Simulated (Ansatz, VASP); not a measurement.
## Sr3W4: VASP beside Ansatz

```xyz
7
Lattice="5.8457 0.0000 0.0000 0.0000 5.8457 0.0000 0.0000 0.0000 5.8457" Properties=species:S:1:pos:R:3 pbc="T T T"
Sr    2.9229    2.9229    0.0000
Sr    0.0000    2.9229    2.9229
Sr    2.9229    0.0000    2.9229
W     2.9229    2.9229    2.9229
W     2.9229    0.0000    0.0000
W     0.0000    2.9229    0.0000
W     0.0000    0.0000    2.9229
```

Change from the starting cell: species swapped into the W3N4 type (Pm-3m, No. 221).

Alike in both runs: functional PBE; k mesh 6 × 6 × 6; occupations gaussian, width 0.1 eV; no spin polarisation.

Ansatz relaxed the structure, and its values are those at the end. VASP's run is a single point on that final structure, the one shown.

```csv
,VASP,Ansatz
version,VASP 6.6.1,Ansatz 0.2.0
potentials or method,"VASP PAW PBE potentials, release 64 (Sr_sv, W_sv)","scalar-relativistic, plane waves, PAW"
plane-wave cutoff (eV),520,420
valence electrons in the cell,86,86
```

```tsv
	VASP	Ansatz	Ansatz less VASP
gap on the k mesh at the Fermi level (eV)	none	none	-
pressure (GPa)	0.3	0.0	-0.29
```

A gap of «none» marks a metal or a gap that the smearing closes. With one functional, cell and mesh, what is left measures potentials, basis and numerics.

The runs have no spin-orbit coupling, so splittings on W are missing.
